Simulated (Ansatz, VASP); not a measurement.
# Al17Ga10O40 (amorphous 37Ga2O3-63Al2O3 (mol %)): VASP beside Ansatz, part 2 of 2

Aim: how closely do two programs agree when they are given the same cell, functional and k mesh? Of the first pair: The structure shown is the start of the Ansatz relaxation below; VASP solves that cell, so the two are compared at the walk's first step.

VASP 6.6.1 and Ansatz 0.2.0.

So far. Step 3 (VASP: single point, PBE, start cell, pair 1): The run ends at a pressure of 8.54 GPa, with forces up to 0.88 eV/Å.

### Step 4. Side by side

Known differences besides the potentials themselves: the cutoff is 420 eV in Ansatz and 520 eV in VASP (PREC = Accurate, projectors in real space). Total energies have different zeros and are not compared.

Forces on 9 of the 134 atoms, those with the largest forces and the largest differences (eV/Å; atoms numbered as in POSCAR):

```
atom          Ansatz x, y, z            VASP x, y, z
Ga13   0.027, -0.220, -0.379   0.050, -0.195, -0.427
Ga16    0.514, -0.105, 0.218    0.468, -0.120, 0.219
Ga17    -0.243, 0.010, 0.813    -0.248, 0.026, 0.843
 O64   -0.001, -0.042, 0.020    0.020, -0.090, 0.069
 O74   -0.121, 0.278, -0.423   -0.109, 0.294, -0.403
 O93    0.464, 0.035, -0.428    0.471, 0.083, -0.442
 O99    -0.037, 0.051, 0.012   -0.033, 0.118, -0.013
O104    -0.212, 0.243, 0.551    -0.193, 0.192, 0.543
O115  -0.317, -0.400, -0.106  -0.322, -0.397, -0.103
```

The forces differ by 19 meV/Å r.m.s., which is 18.7 % of the r.m.s. force of 0.101 eV/Å (both taken over all components). Moments aren't recorded for both runs of this pair, so they may hold unlike magnetic states.

### Step 5. Ansatz: relaxation, PBE

This run makes the geometry at which the two programs are then compared.

The structure compared here is the end of the Ansatz relaxation.

This is the run of step 2 again, met here at its other cell.

### Step 6. VASP: single point, PBE, relaxed atoms in a fixed cell, pair 2

The same cell, functional, mesh and smearing now go to VASP, with its own data sets.

INCAR reads:

```
SYSTEM = Al17Ga10O40
PREC = Accurate
ENCUT = 520
EDIFF = 1E-06
NELM = 200
ISMEAR = -1
SIGMA = 0.025
LREAL = Auto
ALGO = Normal
GGA = PE
NBANDS = 514
ISPIN = 2
MAGMOM = 0 0 -0 -0 -0 0 0 -0 -0 -0 -0 -0 0 -0 0 0 0 -0 -0 -0 -0 -0 -0 -0 0 -0 -0 0 -0 -0 0 0 0 0 0 0 0 -0 0 -0 0 0 -0 -0 -0 -0 -0 -0 -0 0 -0 0 0 -0 -0 -0 -0 -0 0 0 0 -0 0 -0 -0 0 0 0 0 0 -0 0 0 -0 0 0 -0 0 0 0 -0 0 -0 0 -0 0 0 0 0 -0 -0 0 -0 0 -0 0 -0 0 -0 0 -0 -0 -0 -0 0 0 0 0 0 -0 -0 -0 0 0 -0 0 0 0 0 -0 -0 0 -0 0 0 0 0 -0 -0 -0 -0 0 0 -0
LORBIT = 11
LWAVE = .FALSE.
LCHARG = .FALSE.
ISIF = 2
LASPH = .TRUE.
GGA_COMPAT = .FALSE.
```

POSCAR reads:

```
Al17Ga10O40
1.0
   11.1763400000      0.0000000000      0.0000000000
    0.0000000000     11.1763400000      0.0000000000
    0.0000000000      0.0000000000     11.1763400000
Ga Al O
20 34 80
Direct
    0.0815200000      0.0913600000      0.8911300000
    0.5453000000      0.0480300000      0.0207400000
[... 2 atom lines left out ...]
    0.6251000000      0.5967200000      0.5167600000
    0.5730400000      0.2037400000      0.6449300000
[... 2 atom lines left out ...]
    0.7417000000      0.7385300000      0.6999000000
    0.5282000000      0.2529200000      0.8894300000
[... 1 atom line left out ...]
    0.4711500000      0.7177400000      0.7600900000
    0.3169200000      0.3930100000      0.7652900000
[... 2 atom lines left out ...]
    0.6161600000      0.4617300000      0.7672000000
    0.3757300000      0.4439100000      0.5641900000
[... 2 atom lines left out ...]
    0.0961200000      0.4060700000      0.8966200000
[... 6 atom lines left out ...]
    0.4549200000      0.5251500000      0.9825600000
[... 3 atom lines left out ...]
    0.4217100000      0.7736300000      0.4253500000
[... 4 atom lines left out ...]
    0.3492200000      0.1806200000      0.4779200000
    0.3113600000      0.8773300000      0.8980700000
[... 1 atom line left out ...]
    0.4370000000      0.9416100000      0.6241700000
[... 3 atom lines left out ...]
    0.1187100000      0.5023100000      0.6067000000
    0.3465100000      0.1168100000      0.8113600000
[... 3 atom lines left out ...]
    0.6022500000      0.3302000000      0.4372400000
    0.2097700000      0.6145000000      0.3611100000
    0.2355100000      0.7282100000      0.6338500000
    0.2275100000      0.6409000000      0.9163300000
[... 5 atom lines left out ...]
    0.5038900000      0.6404000000      0.4062900000
[... 4 atom lines left out ...]
    0.7634800000      0.4931800000      0.4638500000
    0.5368100000      0.8621400000      0.7356000000
[... 4 atom lines left out ...]
    0.2443200000      0.3168200000      0.9041700000
[... 5 atom lines left out ...]
    0.4647500000      0.4173600000      0.8685100000
[... 9 atom lines left out ...]
    0.6722900000      0.5087600000      0.9234000000
[... 1 atom line left out ...]
    0.4206000000      0.2289600000      0.7331900000
[... 1 atom line left out ...]
    0.6663900000      0.7652700000      0.5502200000
    0.3012000000      0.3329600000      0.4522500000
    0.2562800000      0.5731800000      0.5260100000
    0.7775600000      0.4736500000      0.7132400000
[... 1 atom line left out ...]
    0.2120500000      0.5186200000      0.8182700000
    0.1634100000      0.3607500000      0.6546400000
[... 1 atom line left out ...]
    0.6385600000      0.2936700000      0.7702000000
[... 2 atom lines left out ...]
    0.7163100000      0.2725900000      0.5531700000
[... 4 atom lines left out ...]
    0.5500800000      0.4454400000      0.5502300000
[... 1 atom line left out ...]
    0.5022200000      0.2208200000      0.4973600000
    0.3839100000      0.7821300000      0.5831700000
[... 3 atom lines left out ...]
    0.4809200000      0.6674200000      0.9189000000
[... 3 atom lines left out ...]
    0.5911800000      0.6181400000      0.6989400000
[... 2 atom lines left out ...]
    0.3057200000      0.5492400000      0.0257000000
[... 2 atom lines left out ...]
    0.1015900000      0.6464300000      0.6694100000
[... 8 atom lines left out ...]
    0.3210900000      0.5128800000      0.2832800000
    0.2981600000      0.7383000000      0.7939900000
    0.5114900000      0.4007000000      0.3203000000
[... 1 atom line left out ...]
    0.7522100000      0.4123100000      0.1369100000
```

KPOINTS reads:

```
Automatic mesh
0
Gamma
1 1 1
0 0 0
```

Potentials, in the order of the species: Ga_d, Al and O (PBE family, release 64).

On the command line:

```sh
export OMP_NUM_THREADS=3
mpirun -np 1 vasp_gam
```

Numbers of over 12 decimals in the logs are rounded to 6 here.

Output:

```text
[... set-up lines as in an earlier step ...]
 entering main loop
       N       E                     dE             d eps       ncg     rms          rms(c)
DAV:   1     0.221533684178E+05    0.22153E+05   -0.31474E+05  2064   0.261E+03
DAV:   2     0.503730303408E+04   -0.17116E+05   -0.16097E+05  2064   0.816E+02
DAV:   3    -0.345929748790E+03   -0.53832E+04   -0.50094E+04  2840   0.345E+02
DAV:   4    -0.100830832054E+04   -0.66238E+03   -0.65275E+03  2944   0.131E+02
[...]
DAV:  18    -0.901788858065E+03   -0.39217E-06   -0.40115E-05  3552   0.379E-02    0.746E-03
DAV:  19    -0.901788858411E+03   -0.34582E-06   -0.13319E-05  2576   0.118E-02    0.481E-03
DAV:  20    -0.901788858093E+03    0.31834E-06   -0.44004E-06  1784   0.660E-03
   1 F= -.90178886E+03 E0= -.90178886E+03  d E =-.405548E-10  mag=    -0.0000
```

Parts of OUTCAR (step 6):

```text
  Total       82.2670034     72.7784121     64.3815137     -5.5408213     -8.8505101    -11.1694375
  in kB       94.4142278     83.5245882     73.8878365     -6.3589573    -10.1573419    -12.8186730
  external PRESSURE =      83.9422175 kB  Pullay stress =       0.0000000 kB

 magnetization (x)
# of ion       s       p       d       tot
------------------------------------------
    1        0.000   0.000  -0.000  -0.000
    2        0.000   0.000  -0.000   0.000
    3        0.000   0.000   0.000   0.000
    4        0.000   0.000  -0.000   0.000
    5        0.000   0.000   0.000   0.000
    6        0.000   0.000  -0.000  -0.000
    7        0.000   0.000   0.000   0.000
    8        0.000   0.000   0.000   0.000
    9        0.000   0.000   0.000   0.000
   10        0.000   0.000   0.000   0.000
   11       -0.000  -0.000   0.000   0.000
   12       -0.000  -0.000   0.000  -0.000
   13       -0.000  -0.000  -0.000  -0.000
[...]
--------------------------------------------------
tot          0.000  -0.000   0.000  -0.000

[... 1 part as in an earlier step ...]

[... 2 further parts left out ...]
[key lines of the parts left out:]
E-fermi :   6.0013
```

The run ends at a pressure of 8.39 GPa, with forces up to 0.082 eV/Å.

### Step 7. Differences

The two programs side by side:

```
              quantity  Ansatz   VASP  difference
gap on the k mesh (eV)   1.846  1.829      +0.016
```

The largest component of a force difference here is 64 meV/Å. A gap on the mesh is an upper bound, since the band edges may lie between its points.

### Step 8. What came out

```yaml
r_m_s_force_difference_single_point_pbe_start_cell_pair_1: 19 meV/Å
r_m_s_force_difference_single_point_pbe_relaxed_atoms_in_a_fixed_cell_pair_2: 19 meV/Å
```

In words: The r.m.s. force difference is 19 meV/Å (single point, PBE, relaxed atoms in a fixed cell, pair 2), beyond the 12 meV/Å picked in this series as the mark of a large difference. What causes the difference of the single point, PBE, start cell, pair 1 pair stays open here. What causes the difference of the single point, PBE, relaxed atoms in a fixed cell, pair 2 pair stays open here. How closely two codes agree says nothing of how well the functional describes the real material.

[Lines on the potential files, build, host, timing and source positions are cut from VASP's logs without a mark.]

[Logs are printed without paths, hosts, clocks, repeated set-up lines and the standing remarks that a program may print on its own settings, such as how far it seeks lower states.]

[Hosts, paths, dates, database ids (printed as entryN), source tags and the programs' standing remarks are cut or masked in the printed files.]
